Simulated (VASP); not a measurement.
Input:

```yaml
crystal:
  lattice:
    - [0.00000, 2.26059, 2.26059]
    - [2.26059, 0.00000, 2.26059]
    - [2.26059, 2.26059, 0.00000]
  atoms:
    - { symbol: B, position: [0.00000, 0.00000, 0.00000] }
    - { symbol: P, position: [0.25000, 0.25000, 0.25000] }
```

Level of theory: MS2 meta-GGA, VASP's PBE PAW potentials (set 64) (plane waves; VASP). Settings: 520 eV cut-off, 11×11×11 Γ-centred mesh, tetrahedra with Blöchl corrections, potentials B P.

### Question
Give the energies of bands 2 to 7 at the high-symmetry points, in eV from the valence-band maximum.

### Answer

| band | Γ | X | U | L | W |
|---|---|---|---|---|---|
| 2 | 0.00 | -8.80 | -8.38 | -9.17 | -8.30 |
| 3 | 0.00 | -4.09 | -6.20 | -1.72 | -5.64 |
| 4 | 0.00 | -4.09 | -3.47 | -1.72 | -5.44 |
| 5 | 4.20 | 1.73 | 2.64 | 4.49 | 5.74 |
| 6 | 4.20 | 2.18 | 6.60 | 5.46 | 7.25 |
| 7 | 4.20 | 13.40 | 10.85 | 5.46 | 8.34 |

The gap is indirect, 1.69 eV, from the valence maximum at Γ to the conduction minimum at Γ-X at 0.89.

The compound is BP in the zinc blende structure. It was relaxed first.
